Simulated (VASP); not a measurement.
Input:

```xyz
2
Lattice="0.0000 2.6685 2.6685 2.6685 0.0000 2.6685 2.6685 2.6685 0.0000" Properties=species:S:1:pos:R:3 pbc="T T T"
Pd     0.0000     0.0000     0.0000
S      1.3343     1.3343     1.3343
```

Level of theory: PBEsol GGA, VASP's PBE PAW potentials (set 64) (plane waves; VASP). Settings: 400 eV cut-off, 13×13×13 Γ-centred mesh, tetrahedra with Blöchl corrections, potentials Pd S.

Task: What does the run give for the energy per atom (σ→0), band gap (on the k-mesh) with the smallest direct gap where there is one?

Result: 
- band gap (on the k-mesh) = none (metal, semimetal or under 0.01 eV)
- energy per atom (σ→0) = -5.298 eV/atom

The structure was generated: PdS was put into the zinc blende type (F-43m), which need not be its known phase. It was relaxed first, which changed the volume by -15 %.
